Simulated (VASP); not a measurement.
# ZnCd2SeS2 (Imm2) in VASP: relaxation of cell and atoms with PBE

Aim: the relaxation of cell and atoms of ZnCd2SeS2 with PBE.

All numbers are computed with VASP 6.6.1; they aren't measurements. Logs are shortened: lines on timing, memory, paths and dates and some standing lists are left out, and cuts for length are marked.

### Step 1. Starting point

The structure is orthorhombic, space group Imm2 (No. 44). The conventional cell has a = 4.156 Å, b = 12.406 Å, c = 5.872 Å, α = 90.00°, β = 90.00°, γ = 90.00°. Around Zn (site symmetry mm2) lie 2 S at 2.36 Å and 2 Se at 2.50 Å. Cd (site symmetry m) is surrounded by 3 S at 2.56 to 2.57 Å and 1 Se at 2.68 Å. Se (site symmetry mm2) is surrounded by 2 Zn at 2.50 Å and 2 Cd at 2.68 Å. S (site symmetry m) is surrounded by 1 Zn at 2.36 Å and 3 Cd at 2.56 to 2.57 Å.

The cell was built by a generator and needn't be a form met in nature.

### Step 2. Relaxation of cell and atoms, PBE

INCAR reads:

```
PREC = Accurate ; ENCUT = 520
EDIFF = 1E-6 ; ISMEAR = 0
SIGMA = 0.03 ; LREAL = False
LASPH = True ; NELM = 120
ALGO = Normal ; ISIF = 3
LWAVE = False ; LCHARG = False
GGA = PE ; IBRION = 2
NSW = 90 ; EDIFFG = -0.01
KPAR = 4
```

KPOINTS reads:

```
regular mesh
0
Gamma
  8 8 8
```

POSCAR reads:

```
ZnCd2SeS2
1.0
   -2.0780000000      6.2030000000      2.9360000000
    2.0780000000     -6.2030000000      2.9360000000
    2.0780000000      6.2030000000     -2.9360000000
Zn Cd Se S
1 2 1 2
Direct
    0.9868869200      0.9868869200      0.0000000000
    0.3363117900      0.0064713900      0.3298404000
    0.6766309900      0.0064713900      0.6701596000
    0.2242847400      0.7242847400      0.5000000000
    0.6046322800      0.7629427800      0.8416895100
    0.9212532700      0.7629427800      0.1583104900
```

Potentials or basis: VASP PAW PBE potentials, release 64 (Zn, Cd, Se, S).

On the command line:

```sh
$ cat potpaw_PBE.64/Zn/POTCAR potpaw_PBE.64/Cd/POTCAR potpaw_PBE.64/Se/POTCAR potpaw_PBE.64/S/POTCAR > POTCAR
$ mpirun -np 4 vasp_std > vasp.out
```

OUTCAR:

```text
PREC = Accurate
   ENCUT = 520
   EDIFF = 1E-6
   ISMEAR = 0
   LREAL = False
   LASPH = True
   NELM = 120
   ISIF = 3
   GGA = PE
   IBRION = 2
   NSW = 90
   EDIFFG = -0.01

 ion  position               nearest neighbor table
   1  0.987  0.987  0.000-   6 2.36   5 2.36   4 2.50   4 2.50
   2  0.336  0.006  0.330-   6 2.56   5 2.57   5 2.57   4 2.68
   3  0.677  0.006  0.670-   5 2.56   6 2.57   6 2.57   4 2.68
   4  0.224  0.724  0.500-   1 2.50   1 2.50   3 2.68   2 2.68
   5  0.605  0.763  0.842-   1 2.36   3 2.56   2 2.57   2 2.57
   6  0.921  0.763  0.158-   1 2.36   2 2.56   3 2.57   3 2.57

  LATTYP: Found a body centered orthorhombic cell.
 ALAT       =     4.1560000000
 B/A-ratio  =     1.4128970164
 C/A-ratio  =     2.9850818094

  Lattice vectors:

 A1 = (  -2.0780000000,   6.2030000000,  -2.9360000000)
 A2 = (   2.0780000000,   6.2030000000,   2.9360000000)
 A3 = (   2.0780000000,  -6.2030000000,  -2.9360000000)

Analysis of symmetry for initial positions (statically):
=====================================================================
 Subroutine PRICEL returns:
 Original cell was already a primitive cell.

 Routine SETGRP: Setting up the symmetry group for a
 body centered orthorhombic supercell.

 Subroutine GETGRP returns: Found  4 space group operations
 (whereof  4 operations were pure point group operations)
 out of a pool of  8 trial point group operations.

The static configuration has the point symmetry C_2v.

Analysis of symmetry for dynamics (positions and initial velocities):
=====================================================================
 Subroutine PRICEL returns:
 Original cell was already a primitive cell.

 Routine SETGRP: Setting up the symmetry group for a
 body centered orthorhombic supercell.

 Subroutine GETGRP returns: Found  4 space group operations
 (whereof  4 operations were pure point group operations)
 out of a pool of  8 trial point group operations.

The dynamic configuration has the point symmetry C_2v.

 Subroutine INISYM returns: Found  4 space group operations
 (whereof  4 operations are pure point group operations),
 and found     1 'primitive' translations

----------------------------------------------------------------------------------------

                                     Primitive cell

  volume of cell :     151.3782

  direct lattice vectors                    reciprocal lattice vectors
    -2.078000000  6.203000000  2.936000000     0.000000000  0.080606158  0.170299728
     2.078000000 -6.203000000  2.936000000     0.240615977  0.000000000  0.170299728
     2.078000000  6.203000000 -2.936000000     0.240615977  0.080606158  0.000000000

  length of vectors
     7.170452496  7.170452496  7.170452496     0.188412712  0.294784744  0.253758549

  position of ions in fractional coordinates (direct lattice)
     0.986886920  0.986886920  0.000000000
     0.336311790  0.006471390  0.329840400
     0.676630990  0.006471390  0.670159600
     0.224284740  0.724284740  0.500000000
     0.604632280  0.762942780  0.841689510
     0.921253270  0.762942780  0.158310490

  ion indices of the primitive-cell ions
   primitive index   ion index
                 1           1
                 2           2
                 3           3
                 4           4
                 5           5
                 6           6

----------------------------------------------------------------------------------------

 KPOINTS: regular mesh

Automatic generation of k-mesh.
 Grid dimensions read from file:
 generate k-points for:    8    8    8

 Generating k-lattice:

  Cartesian coordinates                     Fractional coordinates (reciprocal lattice)
     0.000000000  0.010075770  0.021287466     0.125000000  0.000000000  0.000000000
     0.030076997  0.000000000  0.021287466    -0.000000000  0.125000000  0.000000000
     0.030076997  0.010075770  0.000000000    -0.000000000  0.000000000  0.125000000

  Length of vectors
     0.023551589  0.036848093  0.031719819

  Shift w.r.t. Gamma in fractional coordinates (k-lattice)
     0.000000000  0.000000000  0.000000000

 Subroutine IBZKPT returns following result:
 ===========================================

 Found     95 irreducible k-points:

 Following reciprocal coordinates:
            Coordinates               Weight
  0.000000  0.000000  0.000000      1.000000
  0.125000 -0.000000  0.000000      4.000000
  0.250000 -0.000000  0.000000      4.000000
  0.375000 -0.000000  0.000000      4.000000
  0.500000 -0.000000  0.000000      2.000000
 -0.000000  0.125000  0.000000      4.000000
[... 16 lines left out ...]
  0.125000  0.375000  0.000000      8.000000
  0.250000  0.375000  0.000000      8.000000
 [... further k-points ...]
   k-points           NKPTS =     95   k-points in BZ     NKDIM =     95   number of bands    NBANDS=     32
   number of dos      NEDOS =    301   number of ions     NIONS =      6
   total plane-waves  NPLWV = 157464
   dimension x,y,z NGX =    54 NGY =   54 NGZ =   54
   dimension x,y,z NGXF=   108 NGYF=  108 NGZF=  108
   ions per type =               1   2   1   2
   NGX,Y,Z   is equivalent  to a cutoff of  12.52, 12.52, 12.52 a.u.
   NGXF,Y,Z  is equivalent  to a cutoff of  25.04, 25.04, 25.04 a.u.
 SYSTEM =  unknown system
   PREC   = accura    normal or accurate (medium, high low for compatibility)
   ISTART =      0    job   : 0-new  1-cont  2-samecut
   ICHARG =      2    charge: 1-file 2-atom 10-const
   ISPIN  =      1    spin polarized calculation?
   LNONCOLLINEAR =      F non collinear calculations
   LSORBIT =      F    spin-orbit coupling
   LASPH  =      T    aspherical Exc in radial PAW
   ENCUT  =  520.0 eV  38.22 Ry    6.18 a.u.  13.33 13.33 13.33*2*pi/ulx,y,z
   NELM   =    120;   NELMIN=  2; NELMDL= -5     # of ELM steps
   EDIFF  = 0.1E-05   stopping-criterion for ELM
   LREAL  =      F    real-space projection
   EDIFFG = -.1E-01   stopping-criterion for IOM
   NSW    =     90    number of steps for IOM
   IBRION =      2    ionic relax: 0-MD 1-quasi-New 2-CG
   NFREE  =      1    steps in history (QN), initial steepest desc. (CG)
   ISIF   =      3    stress and relaxation
   ISYM   =      2    0-nonsym 1-usesym 2-fastsym
   POTIM  = 0.5000    time-step for ionic-motion
   TEBEG  =    0.0;   TEEND  =   0.0 temperature during run
   PSTRESS=    0.0 pullay stress
   NELECT =      54.0000    total number of electrons
   NUPDOWN=      -1.0000    fix difference up-down
   EMIN   =  10.00;   EMAX   =-10.00  energy-range for DOS
   EFERMI =   0.00;   METHOD = LEGACY
   ISMEAR =     0;   SIGMA  =   0.03  broadening in eV -4-tet -1-fermi 0-gaus
   EFERMI_NEDOS =   21; number of points for ismear=-14 and -15
   IALGO  =     38    algorithm
   IMIX   =      4    mixing-type and parameters
     AMIX     =   0.40;   BMIX     =  1.00
     AMIX_MAG =   1.60;   BMIX_MAG =  1.00
  volume/ion in A,a.u.               =      25.23       170.26
  Fermi-wavevector in a.u.,A,eV,Ry     =   1.161052  2.194070 18.341218  1.348041
  Thomas-Fermi vector in A             =   2.297628
   LORBIT       =      0    0 simple, 1 ext, 2 COOP (PROOUT), +10 PAW based schemes
   GGA     = PE    functional components
   LHFCALC =     F    Hartree Fock is set to
   AEXX    =    0.0000 exact exchange contribution
   IVDW    =     0    specifies the selected vdW correction
   LEPSILON=     F    determine dielectric tensor
   LRPA    =     F    only Hartree local field effects (RPA)
 conjugate gradient relaxation of ions
 non-spin polarized calculation
 Gauss-broadening in eV      SIGMA  =   0.03
  energy-cutoff  :      520.00
  volume of cell :      151.38
 maximum number of plane-waves:      4100
 NGX is ok and might be reduce to    54
   NGX = 27   NGY = 27   NGZ = 27

--------------------------------------- Ionic step        1  -------------------------------------------

 number of electron      53.9999994 magnetization

 Free energy of the ion-electron system (eV)
  ---------------------------------------------------
  ext. energy  EPLUGINS =         0.00000000
  ---------------------------------------------------
  free energy    TOTEN  =       -18.38723941 eV

  energy without entropy =      -18.38723941  energy(sigma->0) =      -18.38723941

------------------------ aborting loop because EDIFF is reached ----------------------------------------

  FORCE on cell =-STRESS in cart. coord.  units (eV):
  Direction    XX          YY          ZZ          XY          YZ          ZX
  --------------------------------------------------------------------------------------
  -------------------------------------------------------------------------------------
  Total       -0.1310088     -0.0914904      0.0464303      0.0000000      0.0000000      0.0000000
  in kB       -1.3865883     -0.9683282      0.4914154      0.0000000      0.0000000      0.0000000
  external PRESSURE =      -0.6211670 kB  Pullay stress =       0.0000000 kB
[... 101 lines left out ...]
  FREE ENERGIE OF THE ION-ELECTRON SYSTEM (eV)
  ---------------------------------------------------
  free  energy   TOTEN  =       -18.3882802976 eV

  energy  without entropy=      -18.3882802976  energy(sigma->0) =      -18.38828030

[... ionic steps 4 to 10 ...]

--------------------------------------- Ionic step       11  -------------------------------------------

 number of electron      53.9999998 magnetization

------------------------ aborting loop because EDIFF is reached ----------------------------------------

  FORCE on cell =-STRESS in cart. coord.  units (eV):
  Direction    XX          YY          ZZ          XY          YZ          ZX
  --------------------------------------------------------------------------------------
  -------------------------------------------------------------------------------------
  Total       -0.0340113      0.0095369     -0.0479276      0.0000000      0.0000000      0.0000000
  in kB       -0.3601681      0.1009920     -0.5075370      0.0000000      0.0000000      0.0000000
  external PRESSURE =      -0.2555710 kB  Pullay stress =       0.0000000 kB
[... 65 lines left out ...]
  energy  without entropy=      -18.3895645706  energy(sigma->0) =      -18.38956457

--------------------------------------- Ionic step       13  -------------------------------------------

 number of electron      53.9999999 magnetization

 Free energy of the ion-electron system (eV)
  ---------------------------------------------------
  ext. energy  EPLUGINS =         0.00000000
  ---------------------------------------------------
  free energy    TOTEN  =       -18.38957451 eV

  energy without entropy =      -18.38957451  energy(sigma->0) =      -18.38957451

 E-fermi :   1.2401     XC(G=0):  -9.0108

 val. band max:        1.0792578927   @ k =   0.0000   0.0000   0.0000
 cond. band min:       2.0955528392   @ k =   0.0000   0.0000   0.0000
 fundamental gap:      1.0162949465
 Fermi energy:         1.2401263613

 k-point     1 :       0.0000    0.0000    0.0000
  band No.  band energies     occupation
      1     -11.3711      2.00000
      2     -10.7388      2.00000
      3     -10.7045      2.00000
      4      -6.6094      2.00000
      5      -6.5731      2.00000
      6      -6.5710      2.00000
[... 829 lines left out ...]
     31       6.1674      0.00000
     32       6.7670      0.00000

 [... further k-points ...]
[... 5 lines left out ...]
  --------------------------------------------------------------------------------------
  -------------------------------------------------------------------------------------
  Total        0.0400597      0.0294330      0.0036913      0.0000000      0.0000000      0.0000000
  in kB        0.4245848      0.3119546      0.0391229      0.0000000      0.0000000      0.0000000
  external PRESSURE =       0.2585541 kB  Pullay stress =       0.0000000 kB
[... 21 lines left out ...]
  FREE ENERGIE OF THE ION-ELECTRON SYSTEM (eV)
  ---------------------------------------------------
  free  energy   TOTEN  =       -18.3895745091 eV

  energy  without entropy=      -18.3895745091  energy(sigma->0) =      -18.38957451

 reached required accuracy - stopping structural energy minimisation
```

Run time: 11 min. Hardware: 4 MPI ranks of Intel Xeon 6975P-C (Granite Rapids), shared host; peak memory 0.8 GiB.

What came out:

- Free energy: -18.3896 eV
- Relaxed volume: 25.19 Å³/atom
- Relaxed cell: a = 7.160 Å, b = 7.160 Å, c = 7.160 Å, α = 146.38°, β = 60.44°, γ = 131.34°
- Space group after relaxing (to 0.05 Å): Imm2 (No. 44)
- Energy gained by relaxing: 0.4 meV/atom
- Ionic steps: 13
- Pressure after relaxing: 0.0 GPa
- Largest force after relaxing: 0.010 eV/Å
- Band gap on the k mesh: 1.02 eV, direct

Forces in eV/Å, atoms in the order of the input:
```
Zn   0.000  0.000 -0.005
Cd   0.000  0.010  0.002
Cd   0.000 -0.010  0.002
Se   0.000  0.000  0.005
S    0.000  0.004 -0.002
S    0.000 -0.004 -0.002
```

The path:
```tsv
step	energy change (eV)	largest force (eV/Å)	pressure (GPa)	volume (Å³)
1	0.0000	0.0567	-0.06	151.38
2	-0.0005	0.0475	0.02	151.16
3	-0.0010	0.0266	0.22	150.64
4	-0.0013	0.0258	0.19	150.73
5	-0.0019	0.0232	0.10	150.98
6	-0.0019	0.0231	-0.08	151.47
7	-0.0021	0.0212	-0.01	151.24
8	-0.0021	0.0211	0.00	151.22
9	-0.0022	0.0173	0.00	151.24
10	-0.0023	0.0130	-0.02	151.28
11	-0.0023	0.0160	-0.03	151.30
12	-0.0023	0.0117	0.01	151.22
13	-0.0023	0.0100	0.03	151.17
```

Final structure:
```
Zn Cd Se S
1.0
    -2.07090    6.18677    2.94966
     2.07090   -6.18677    2.94966
     2.07090    6.18677   -2.94966
Zn Cd Se S
1 2 1 2
Direct
  0.98449 0.98449 0.00000
  0.33889 0.00729 0.33160
  0.67569 0.00729 0.66840
  0.22241 0.72241 0.50000
  0.60515 0.76426 0.84089
  0.92337 0.76426 0.15911
```

Levels at points of the mesh, in eV from the valence-band top:
```csv
k point,band 23,band 24,band 25,band 26,band 27,band 28,band 29,band 30,band 31,band 32
"(0.00, 0.00, 0.00)",-1.32,-1.29,-0.06,-0.04,0.00,1.02,3.99,4.36,5.48,6.01
"(0.50, 0.00, 0.00)",-1.15,-0.95,-0.89,-0.68,-0.67,2.70,3.51,3.63,5.09,5.32
"(0.00, 0.50, 0.00)",-2.32,-1.67,-1.42,-0.73,-0.72,2.75,4.59,4.67,5.51,5.58
"(0.50, 0.50, 0.00)",-1.95,-1.94,-1.92,-1.31,-1.06,3.40,3.80,4.37,4.69,5.00
"(0.50, 0.50, 0.50)",-1.77,-1.36,-0.94,-0.44,-0.23,3.09,3.28,3.54,4.03,5.47
```

A k mesh can miss the band edges. Expect the measured gap to be larger: semilocal functionals such as PBE lack the derivative discontinuity.
